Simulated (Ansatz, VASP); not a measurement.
# Cross-check of KTaO3 between VASP and Ansatz, part 2 of 3

Aim: how closely do two programs agree when they are given the same cell, functional and k mesh? The cell is taken from a series of runs on this material, whose earlier steps may have relaxed, scaled, displaced or heated it; both programs get it as it stands.

VASP 6.6.1 and Ansatz 0.2.0.

So far: Set-up; VASP: zone-centre phonons, LDA.

### 2. VASP: zone-centre phonons, LDA (continued)

Level of this step: LDA; plane waves and PAW (O, K_sv, Ta_pv) (VASP).

Parts of OUTCAR (step 2):

```text
ion  position               nearest neighbor table
   1  0.500  0.000  0.000-   5 1.92   5 1.92   4 2.72   4 2.72   4 2.72   4 2.72
   2  0.000  0.500  0.000-   5 1.92   5 1.92   4 2.72   4 2.72   4 2.72   4 2.72
   3  0.000  0.000  0.500-   5 1.92   5 1.92   4 2.72   4 2.72   4 2.72   4 2.72
   4  0.500  0.500  0.500-   1 2.72   2 2.72   3 2.72   1 2.72   2 2.72   1 2.72   3 2.72   1 2.72
                             2 2.72   3 2.72   2 2.72   3 2.72   5 3.33   5 3.33   5 3.33   5 3.33
   5  0.000  0.000  0.000-   1 1.92   2 1.92   3 1.92   3 1.92   2 1.92   1 1.92   4 3.33   4 3.33
                             4 3.33   4 3.33   4 3.33   4 3.33   4 3.33   4 3.33

  LATTYP: Found a simple cubic cell.
 ALAT       =     3.8430450884

 Subroutine GETGRP returns: Found 48 space group operations
 (whereof 48 operations were pure point group operations)

The static configuration has the point symmetry O_h .

 Found     35 irreducible k-points:

   k-points           NKPTS =     35   k-points in BZ     NKDIM =     35   number of bands    NBANDS=     25

   dimension x,y,z NGX =    32 NGY =   32 NGZ =   32
   dimension x,y,z NGXF=    64 NGYF=   64 NGZF=   64

   ENCUT  =  600.0 eV  44.10 Ry    6.64 a.u.   7.68  7.68  7.68*2*pi/ulx,y,z

   NELECT =      38.0000    total number of electrons

 k-points in reciprocal lattice and weights: Automatic mesh
   0.00000000  0.00000000  0.00000000       0.002
   0.12500000  0.00000000  0.00000000       0.012
   0.25000000  0.00000000  0.00000000       0.012
   0.37500000  0.00000000  0.00000000       0.012
   0.50000000  0.00000000  0.00000000       0.006
   0.12500000  0.12500000  0.00000000       0.023
   0.25000000  0.12500000  0.00000000       0.047
   0.37500000  0.12500000  0.00000000       0.047
   0.50000000  0.12500000  0.00000000       0.023
[...]
0.50000000  0.50000000  0.37500000       0.012
   0.50000000  0.50000000  0.50000000       0.002

 average (electrostatic) potential at core
       1 -72.2158       2 -72.2158       3 -72.2158       4 -31.2421       5 -39.7260

  Total        8.3212824      8.3212824      8.3212824     -0.0000000      0.0000000     -0.0000000
[...]
2    -0.00000     1.16621    -0.00000
    3     0.00000     0.00000     1.16621
 ion    5
    1     8.72349     0.00000    -0.00000
    2     0.00000     8.72349     0.00000
    3    -0.00000    -0.00000     8.72349

 Eigenvectors and eigenvalues of the dynamical matrix
 ----------------------------------------------------

   1 f  =   21.127390 THz   132.747304 2PiTHz  704.733862 cm-1    87.375824 meV
             X         Y         Z           dx          dy          dz
      1.921523  0.000000  0.000000    -0.934774    0.007524    0.000101
      0.000000  1.921523  0.000000     0.229914   -0.030591    0.000101
      0.000000  0.000000  1.921523     0.229914    0.007524   -0.000411
      1.921523  1.921523  1.921523     0.004249    0.000139    0.000002
      0.000000  0.000000  0.000000     0.139244    0.004557    0.000061

   2 f  =   21.127390 THz   132.747304 2PiTHz  704.733862 cm-1    87.375824 meV
             X         Y         Z           dx          dy          dz
      1.921523  0.000000  0.000000     0.030586    0.229760    0.008413
      0.000000  1.921523  0.000000    -0.007523   -0.934148    0.008413
      0.000000  0.000000  1.921523    -0.007523    0.229760   -0.034205
      1.921523  1.921523  1.921523    -0.000139    0.004247    0.000155
      0.000000  0.000000  0.000000    -0.004556    0.139151    0.005095

   3 f  =   21.127390 THz   132.747304 2PiTHz  704.733862 cm-1    87.375824 meV
             X         Y         Z           dx          dy          dz
      1.921523  0.000000  0.000000    -0.000708   -0.008412    0.229883
      0.000000  1.921523  0.000000     0.000174    0.034200    0.229883
      0.000000  0.000000  1.921523     0.000174   -0.008412   -0.934649
      1.921523  1.921523  1.921523     0.000003   -0.000155    0.004249
      0.000000  0.000000  0.000000     0.000105   -0.005094    0.139225

   4 f  =    6.625678 THz    41.630361 2PiTHz  221.008821 cm-1    27.401589 meV
             X         Y         Z           dx          dy          dz
      1.921523  0.000000  0.000000     0.123244   -0.191336    0.000441
      0.000000  1.921523  0.000000     0.214386   -0.109993    0.000441
      0.000000  0.000000  1.921523     0.214386   -0.191336    0.000254
      1.921523  1.921523  1.921523    -0.655806    0.585296   -0.001350
      0.000000  0.000000  0.000000     0.139409   -0.124420    0.000287

   5 f  =    6.625678 THz    41.630361 2PiTHz  221.008821 cm-1    27.401589 meV
             X         Y         Z           dx          dy          dz
      1.921523  0.000000  0.000000     0.025538    0.050420    0.279384
      0.000000  1.921523  0.000000     0.044424    0.028985    0.279384
      0.000000  0.000000  1.921523     0.044424    0.050420    0.160610
      1.921523  1.921523  1.921523    -0.135893   -0.154236   -0.854634
      0.000000  0.000000  0.000000     0.028888    0.032787    0.181675

   6 f  =    6.625678 THz    41.630361 2PiTHz  221.008821 cm-1    27.401589 meV
             X         Y         Z           dx          dy          dz
      1.921523  0.000000  0.000000    -0.106988   -0.208373    0.067198
      0.000000  1.921523  0.000000    -0.186108   -0.119788    0.067198
      0.000000  0.000000  1.921523    -0.186108   -0.208373    0.038630
      1.921523  1.921523  1.921523     0.569303    0.637413   -0.205557
      0.000000  0.000000  0.000000    -0.121020   -0.135499    0.043697

   7 f  =    6.017990 THz    37.812145 2PiTHz  200.738531 cm-1    24.888395 meV
             X         Y         Z           dx          dy          dz
      1.921523  0.000000  0.000000    -0.000000   -0.353750   -0.000000
      0.000000  1.921523  0.000000     0.612259   -0.000000    0.000000
      0.000000  0.000000  1.921523    -0.612259    0.353750    0.000000
      1.921523  1.921523  1.921523    -0.000000    0.000000   -0.000000
      0.000000  0.000000  0.000000     0.000000   -0.000000    0.000000

   8 f  =    6.017990 THz    37.812145 2PiTHz  200.738531 cm-1    24.888395 meV
             X         Y         Z           dx          dy          dz
      1.921523  0.000000  0.000000    -0.000000   -0.612259   -0.000000
      0.000000  1.921523  0.000000    -0.353750   -0.000000    0.000000
      0.000000  0.000000  1.921523     0.353750    0.612259   -0.000000
      1.921523  1.921523  1.921523     0.000000   -0.000000    0.000000
      0.000000  0.000000  0.000000    -0.000000   -0.000000   -0.000000

   9 f  =    6.017990 THz    37.812145 2PiTHz  200.738531 cm-1    24.888395 meV
             X         Y         Z           dx          dy          dz
      1.921523  0.000000  0.000000    -0.000000   -0.000000   -0.707107
      0.000000  1.921523  0.000000    -0.000000   -0.000000    0.707107
      0.000000  0.000000  1.921523    -0.000000   -0.000000   -0.000000
      1.921523  1.921523  1.921523     0.000000    0.000000    0.000000
      0.000000  0.000000  0.000000    -0.000000   -0.000000   -0.000000

  10 f  =    3.619693 THz    22.743201 2PiTHz  120.739956 cm-1    14.969840 meV
             X         Y         Z           dx          dy          dz
      1.921523  0.000000  0.000000     0.188814   -0.140441   -0.000926
      0.000000  1.921523  0.000000     0.533619   -0.049693   -0.000926
      0.000000  0.000000  1.921523     0.533619   -0.140441   -0.000328
      1.921523  1.921523  1.921523     0.277422   -0.073014   -0.000481
      0.000000  0.000000  0.000000    -0.503097    0.132408    0.000873

  11 f  =    3.619693 THz    22.743201 2PiTHz  120.739956 cm-1    14.969840 meV
             X         Y         Z           dx          dy          dz
      1.921523  0.000000  0.000000    -0.008147   -0.091067    0.543737
      0.000000  1.921523  0.000000    -0.023024   -0.032223    0.543737
      0.000000  0.000000  1.921523    -0.023024   -0.091067    0.192394
      1.921523  1.921523  1.921523    -0.011970   -0.047344    0.282682
      0.000000  0.000000  0.000000     0.021707    0.085858   -0.512637

  12 f  =    3.619693 THz    22.743201 2PiTHz  120.739956 cm-1    14.969840 meV
             X         Y         Z           dx          dy          dz
      1.921523  0.000000  0.000000    -0.049022   -0.525791   -0.093928
      0.000000  1.921523  0.000000    -0.138544   -0.186044   -0.093928
      0.000000  0.000000  1.921523    -0.138544   -0.525791   -0.033235
      1.921523  1.921523  1.921523    -0.072027   -0.273352   -0.048832
      0.000000  0.000000  0.000000     0.130620    0.495717    0.088555

  13 f/i=    0.009591 THz     0.060263 2PiTHz    0.319929 cm-1     0.039666 meV
             X         Y         Z           dx          dy          dz
      1.921523  0.000000  0.000000    -0.219255   -0.108708    0.000266
      0.000000  1.921523  0.000000    -0.219593   -0.108540    0.000266
      0.000000  0.000000  1.921523    -0.219593   -0.108708    0.000266
      1.921523  1.921523  1.921523    -0.341300   -0.168958    0.000414
      0.000000  0.000000  0.000000    -0.736320   -0.364510    0.000893

  14 f/i=    0.009591 THz     0.060263 2PiTHz    0.319929 cm-1     0.039666 meV
             X         Y         Z           dx          dy          dz
      1.921523  0.000000  0.000000     0.108540   -0.219593    0.000004
      0.000000  1.921523  0.000000     0.108708   -0.219255    0.000004
      0.000000  0.000000  1.921523     0.108708   -0.219593    0.000004
      1.921523  1.921523  1.921523     0.168958   -0.341301    0.000007
      0.000000  0.000000  0.000000     0.364510   -0.736321    0.000014

  15 f/i=    0.009591 THz     0.060263 2PiTHz    0.319929 cm-1     0.039666 meV
             X         Y         Z           dx          dy          dz
      1.921523  0.000000  0.000000     0.000236    0.000122    0.245028
      0.000000  1.921523  0.000000     0.000237    0.000122    0.245028
      0.000000  0.000000  1.921523     0.000237    0.000122    0.244650
      1.921523  1.921523  1.921523     0.000368    0.000189    0.380832
      0.000000  0.000000  0.000000     0.000794    0.000409    0.821605

 MACROSCOPIC STATIC DIELECTRIC TENSOR IONIC CONTRIBUTION
 ------------------------------------------------------
          77.431600    -0.000000     0.000000
          -0.000000    77.431600     0.000000
           0.000000     0.000000    77.431600
 ------------------------------------------------------

 ELASTIC MODULI CONTR FROM IONIC RELAXATION (kBar)
 Direction    XX          YY          ZZ          XY          YZ          ZX
 --------------------------------------------------------------------------------
 XX           0.0000      0.0000      0.0000      0.0000      0.0000      0.0000
 YY           0.0000      0.0000      0.0000      0.0000      0.0000      0.0000
 ZZ           0.0000      0.0000      0.0000      0.0000      0.0000      0.0000
 XY           0.0000      0.0000      0.0000      0.0000      0.0000      0.0000
 YZ           0.0000      0.0000      0.0000      0.0000      0.0000      0.0000
 ZX           0.0000      0.0000      0.0000      0.0000      0.0000      0.0000
 --------------------------------------------------------------------------------

 PIEZOELECTRIC TENSOR IONIC CONTR  for field in x, y, z        (C/m^2)
          XX          YY          ZZ          XY          YZ          ZX
  --------------------------------------------------------------------------------
  x     0.00000     0.00000     0.00000     0.00000     0.00000     0.00000
  y     0.00000     0.00000     0.00000     0.00000     0.00000     0.00000
  z     0.00000     0.00000     0.00000     0.00000     0.00000     0.00000
```

(Part 2 of 3 ends here.)

[Lines on the potential files, build, host, timing and source positions are cut from VASP's logs without a mark.]

[Logs are printed without paths, hosts, clocks, repeated set-up lines and the standing remarks that a program may print on its own settings, such as how far it seeks lower states.]

[Hosts, paths, dates, database ids (printed as entryN), source tags and the programs' standing remarks are cut or masked in the printed files.]
